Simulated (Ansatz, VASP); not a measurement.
# Cu12S (Cu(100)-(3x1)-S, hollow site): VASP beside Ansatz, part 2 of 2

One calculation is typed for both programs; each brings its own data sets. How far apart do they land? The cell is taken from a series of runs on this material, whose earlier steps may have relaxed, scaled, displaced or heated it; both programs get it as it stands.

VASP 6.6.1 and Ansatz 0.2.0.

So far: Set-up; Ansatz: single point, PBE with D3(BJ).

**3. VASP: single point, PBE with D3(BJ)**

Level of this step: PBE with D3(BJ), no spin polarisation; plane waves and PAW (Cu, S) (VASP).

The same cell, functional, mesh and smearing now go to VASP, with its own data sets.

Lines of VASP's logs that name or quote its potential files are left out, and so is its time.

INCAR reads:

```
SYSTEM = Cu12S
PREC = Accurate
ENCUT = 520
EDIFF = 1E-06
NELM = 120
ISMEAR = -1
SIGMA = 0.05
LREAL = .FALSE.
ALGO = Normal
GGA = PE
IVDW = 12
NBANDS = 85
LASPH = .TRUE.
LORBIT = 11
LWAVE = .FALSE.
LCHARG = .FALSE.
ISIF = 2
LDIPOL = .TRUE.
IDIPOL = 3
DIPOL = 0.5 0.5 0.479
LVHAR = .TRUE.
GGA_COMPAT = .FALSE.
NELMDL = -8
KPAR = 4
```

POSCAR reads:

```
Cu12S
1.0
    7.6579664403      0.0000000000      0.0000000000
    0.0000000000      2.5526554801      0.0000000000
    0.0000000000      0.0000000000     24.0223428384
Cu S
12 1
Direct
    0.1666666667      0.5000000000      0.3538372613
    0.5000000017      0.5000000000      0.3538372613
    0.8333333317      0.5000000000      0.3538372613
    0.0000000017      0.0000000000      0.4289756444
    0.3333333317      0.0000000000      0.4289756444
    0.6666666667      0.0000000000      0.4289756444
    0.1666666667      0.5000000000      0.5023134864
    0.4964895829      0.5000000000      0.5032092150
    0.8368437505      0.5000000000      0.5032092150
    0.9911089536      0.0000000000      0.5794286215
    0.3422243798      0.0000000000      0.5794286215
    0.6666666667      0.0000000000      0.5736992274
    0.1666666667      0.5000000000      0.6401273228
```

KPOINTS reads:

```
Automatic mesh
0
Gamma
8 24 1
0 0 0
```

Potentials, in the order of the species: Cu and S (PBE family, release 64).

Command:

```console
> mpirun -np 4 vasp_std
```

Numbers of over 12 decimals in the logs are rounded to 6 here.

The log of the run:

```text
[banner, memory and clock lines left out]
running    4 mpi-ranks, on    1 nodes
 distrk:  each k-point on    1 cores,    4 groups
 distr:  one band on    1 cores,    1 groups

 POSCAR found type information on POSCAR CuS
 POSCAR found :  2 types and      13 ions
 LDA part: xc-table for (Slater+PW92), standard interpolation
 POSCAR, INCAR and KPOINTS ok, starting setup
 FFT: planning ... GRIDC
 FFT: planning ... GRID_SOFT
 FFT: planning ... GRID
 WAVECAR not read
 entering main loop
       N       E                     dE             d eps       ncg     rms          rms(c)
DAV:   1     0.128397481021E+04    0.12840E+04   -0.58023E+04 11050   0.191E+03
DAV:   2     0.117544596454E+03   -0.11664E+04   -0.11249E+04 11050   0.425E+02
DAV:   3    -0.429250784673E+02   -0.16047E+03   -0.15085E+03 12528   0.206E+02
DAV:   4    -0.557717187054E+02   -0.12847E+02   -0.12375E+02 16116   0.643E+01
DAV:   5    -0.562314374595E+02   -0.45972E+00   -0.44228E+00 16655   0.114E+01
DAV:   6    -0.562440586471E+02   -0.12621E-01   -0.12469E-01 16867   0.169E+00
DAV:   7    -0.562443655726E+02   -0.30693E-03   -0.30636E-03 16839   0.283E-01
DAV:   8    -0.562443759997E+02   -0.10427E-04   -0.10427E-04 17089   0.500E-02    0.276E+01
DAV:   9    -0.512034403543E+02    0.50409E+01   -0.11576E+02 12434   0.140E+02    0.157E+01
DAV:  10    -0.462180463025E+02    0.49854E+01   -0.31013E+01 13139   0.915E+01    0.518E+00
DAV:  11    -0.464149358753E+02   -0.19689E+00   -0.64568E+00 14159   0.647E+01    0.496E+00
DAV:  12    -0.465427586502E+02   -0.12782E+00   -0.66261E+00 12788   0.683E+01    0.486E+00
DAV:  13    -0.462210649106E+02    0.32169E+00   -0.26027E+00 14720   0.400E+01    0.205E+00
DAV:  14    -0.461879858974E+02    0.33079E-01   -0.88981E-01 17111   0.151E+01    0.117E+00
[...]
DAV:  28    -0.461818370514E+02   -0.31970E-04   -0.20912E-06  8005   0.243E-02    0.471E-03
DAV:  29    -0.461818519497E+02   -0.14898E-04   -0.17063E-06  7905   0.206E-02    0.378E-03
DAV:  30    -0.461818634507E+02   -0.11501E-04   -0.17125E-06  7502   0.168E-02    0.216E-03
DAV:  31    -0.461818670516E+02   -0.36009E-05   -0.49925E-07  7329   0.873E-03    0.831E-04
DAV:  32    -0.461818707500E+02   -0.36984E-05   -0.44081E-07  7281   0.564E-03    0.892E-04
DAV:  33    -0.461818720228E+02   -0.12728E-05   -0.19273E-07  7203   0.555E-03    0.341E-04
DAV:  34    -0.461818733217E+02   -0.12989E-05   -0.92402E-08  6859   0.293E-03    0.355E-04
DAV:  35    -0.461818740310E+02   -0.70926E-06   -0.54257E-08  6891   0.212E-03
   1 F= -.51563792E+02 E0= -.51546918E+02  d E =-.337484E-01
```

From OUTCAR (step 3):

```text
ion  position               nearest neighbor table
   1  0.167  0.500  0.354-   5 2.55   5 2.55   4 2.55   4 2.55   2 2.55   3 2.55
   2  0.500  0.500  0.354-   3 2.55   6 2.55   6 2.55   5 2.55   5 2.55   1 2.55
   3  0.833  0.500  0.354-   2 2.55   6 2.55   6 2.55   4 2.55   4 2.55   1 2.55
   4  0.000  0.000  0.429-   7 2.52   7 2.52   9 2.52   9 2.52   5 2.55   1 2.55   1 2.55   3 2.55
                             3 2.55   6 2.55
   5  0.333  0.000  0.429-   7 2.52   7 2.52   8 2.52   8 2.52   4 2.55   1 2.55   1 2.55   2 2.55
                             2 2.55   6 2.55
   6  0.667  0.000  0.429-   9 2.55   9 2.55   8 2.55   8 2.55   3 2.55   3 2.55   2 2.55   2 2.55
                             4 2.55   5 2.55
   7  0.167  0.500  0.502-   5 2.52   5 2.52   4 2.52   4 2.52   8 2.53   9 2.53  11 2.62  11 2.62
                            10 2.62  10 2.62
   8  0.496  0.500  0.503-  12 2.49  12 2.49   5 2.52   5 2.52  11 2.53  11 2.53   7 2.53   6 2.55
                             6 2.55   9 2.61
   9  0.837  0.500  0.503-  12 2.49  12 2.49   4 2.52   4 2.52  10 2.53  10 2.53   7 2.53   6 2.55
                             6 2.55   8 2.61
  10  0.991  0.000  0.579-  13 2.36  13 2.36  12 2.49   9 2.53   9 2.53   7 2.62   7 2.62  11 2.69

  LATTYP: Found a simple orthorhombic cell.
 ALAT       =     2.5526554801
 B/A-ratio  =     3.0000000000
 C/A-ratio  =     9.4107266044

 Subroutine GETGRP returns: Found  4 space group operations
 (whereof  2 operations were pure point group operations)

The static configuration has the point symmetry C_1h.
 The point group associated with its full space group is C_2v.

 Found     65 irreducible k-points:

   k-points           NKPTS =     65   k-points in BZ     NKDIM =     65   number of bands    NBANDS=     85

   dimension x,y,z NGX =    60 NGY =   20 NGZ =  180
   dimension x,y,z NGXF=   120 NGYF=   40 NGZF=  360

   ENCUT  =  520.0 eV  38.22 Ry    6.18 a.u.  14.24  4.75 44.67*2*pi/ulx,y,z

   NELECT =     138.0000    total number of electrons

 k-points in reciprocal lattice and weights: Automatic mesh
   0.00000000  0.00000000  0.00000000       0.005
   0.12500000  0.00000000  0.00000000       0.010
   0.25000000  0.00000000  0.00000000       0.010
   0.37500000  0.00000000  0.00000000       0.010
   0.50000000  0.00000000  0.00000000       0.005
   0.00000000  0.04166667  0.00000000       0.010
   0.12500000  0.04166667  0.00000000       0.021
   0.25000000  0.04166667  0.00000000       0.021
   0.37500000  0.04166667  0.00000000       0.021
[...]
0.37500000  0.50000000  0.00000000       0.010
   0.50000000  0.50000000  0.00000000       0.005

 dipolmoment           0.000000      0.000000      0.042062 electrons x Angstroem

 average (electrostatic) potential at core
       1 -71.4226       2 -71.4156       3 -71.4156       4 -71.8668       5 -71.8668
       6 -71.8642       7 -71.7917       8 -71.8954       9 -71.8954      10 -71.9456
      11 -71.9456      12 -71.4637      13 -92.9039

 E-fermi :  -0.5488

 k-point     1 :       0.0000    0.0000    0.0000
  band No.  band energies     occupation
    ...
     68      -2.0256      2.00000
     69      -2.0164      2.00000
     70      -1.7255      2.00000
     71      -0.9767      1.99962
     72      -0.5555      1.06646
     73       0.3045      0.00000
     74       1.1406      0.00000
     75       2.0615      0.00000
     76       2.7314      0.00000
     77       3.3020      0.00000
    ...

 k-point     2 :       0.1250    0.0000    0.0000
  band No.  band energies     occupation
    ...
     68      -2.0412      2.00000
     69      -2.0112      2.00000
     70      -1.6824      2.00000
     71      -0.9457      1.99929
     72      -0.5878      1.37106
     73       0.3868      0.00000
     74       1.1197      0.00000
     75       1.6355      0.00000
     76       2.7318      0.00000
     77       2.8586      0.00000
    ...

 k-point     3 :       0.2500    0.0000    0.0000
  band No.  band energies     occupation
    ...
     68      -2.0072      2.00000
     69      -1.7700      2.00000
     70      -1.5901      2.00000
     71      -0.9643      1.99951
     72      -0.5360      0.87275
     73       0.4680      0.00000
     74       0.8071      0.00000
     75       1.1391      0.00000
     76       2.5516      0.00000
     77       2.7326      0.00000
    ...

 Edisp (eV)   -5.38192

  Total      -5.12246    -4.37816    -1.17063     0.00000     0.00000     0.00000
  in kB     -17.47704   -14.93762    -3.99402     0.00000     0.00000     0.00000
  external pressure =      -12.14 kB  Pullay stress =        0.00 kB

  energy-cutoff  :      520.00
  volume of cell :      469.59
      direct lattice vectors                 reciprocal lattice vectors
     7.657966440  0.000000000  0.000000000     0.130582970  0.000000000  0.000000000
     0.000000000  2.552655480  0.000000000     0.000000000  0.391748909  0.000000000
     0.000000000  0.000000000 24.022342838     0.000000000  0.000000000  0.041627913

 POSITION                                       TOTAL-FORCE (eV/Angst)
 -----------------------------------------------------------------------------------
      1.27633      1.27633      8.50000         0.000000      0.000000      0.239582
      3.82898      1.27633      8.50000         0.021865      0.000000      0.229297
      6.38164      1.27633      8.50000        -0.021865      0.000000      0.229297
      0.00000      0.00000     10.30500         0.003639      0.000000     -0.279502
      2.55266      0.00000     10.30500        -0.003639      0.000000     -0.279502
      5.10531      0.00000     10.30500         0.000000      0.000000     -0.202564
      1.27633      1.27633     12.06675         0.000000      0.000000      0.029524
      3.80210      1.27633     12.08826         0.003223      0.000000      0.002061
      6.40852      1.27633     12.08826        -0.003223      0.000000      0.002061
      7.58988      0.00000     13.91923        -0.013882      0.000000     -0.012992
      2.62074      0.00000     13.91923         0.013882      0.000000     -0.012992
      5.10531      0.00000     13.78160         0.000000      0.000000      0.022981
      1.27633      1.27633     15.37736         0.000000      0.000000      0.032748
 -----------------------------------------------------------------------------------
    total drift:                               -0.000000     -0.000000     -0.003500

  FREE ENERGIE OF THE ION-ELECTRON SYSTEM (eV)
  ---------------------------------------------------
  free  energy   TOTEN  =       -51.5637922356 eV

  energy  without entropy=      -51.5300437954  energy(sigma->0) =      -51.54691802

 vacuum level on the upper side and lower side of the slab         4.383         3.994

 total charge
# of ion       s       p       d       tot
------------------------------------------
    1        0.442   0.260   9.207   9.909
    2        0.441   0.260   9.208   9.909
    3        0.441   0.260   9.208   9.909
    4        0.448   0.387   9.177  10.013
    5        0.448   0.387   9.177  10.013
    6        0.446   0.382   9.173  10.001
    7        0.444   0.371   9.192  10.007
    8        0.451   0.407   9.170  10.028
    9        0.451   0.407   9.170  10.028
   10        0.419   0.382   9.193   9.994
   11        0.419   0.382   9.193   9.994
   12        0.459   0.283   9.220   9.962
   13        1.384   2.232   0.000   3.616
--------------------------------------------------
tot          6.692   6.401 110.292 123.384

[... 3 further parts left out ...]
```

This run has no spin polarisation, so a moment on Cu, if there is one, isn't seen.

**4. Side by side**

Known differences besides the potentials themselves: the data sets hold 234 valence electrons in Ansatz (on its default PAW (the set named soft_2) files) and 138 in VASP; the cutoff is 420 eV in Ansatz and 520 eV in VASP. Total energies have different zeros and are not compared.

Both answers:

```
                                   quantity  Ansatz  VASP  difference
 work function, lower of the two faces (eV)    4.57  4.54       +0.02
work function, higher of the two faces (eV)    4.94  4.93       +0.01
```

With vacuum in the cell, a pressure given here is an average over mostly empty space and none of the material.

**5. Results**

```yaml
difference_in_work_function_lower_of_the_two_faces_single_point_pbe_with_d3_bj: 0.024 eV
```

**Reading.** The difference in work function, lower of the two faces is 0.024 eV (single point, PBE with D3(BJ)). The data sets hold unlike numbers of valence electrons (234 in Ansatz and 138 in VASP), so part of the differences comes from the potentials. How closely two codes agree says nothing of how well the functional describes the real material.

[Lines on the potential files, build, host, timing and source positions are cut from VASP's logs without a mark.]

[Logs are printed without paths, hosts, clocks, repeated set-up lines and the standing remarks that a program may print on its own settings, such as how far it seeks lower states.]

[Hosts, paths, dates, database ids (printed as entryN), source tags and the programs' standing remarks are cut or masked in the printed files.]
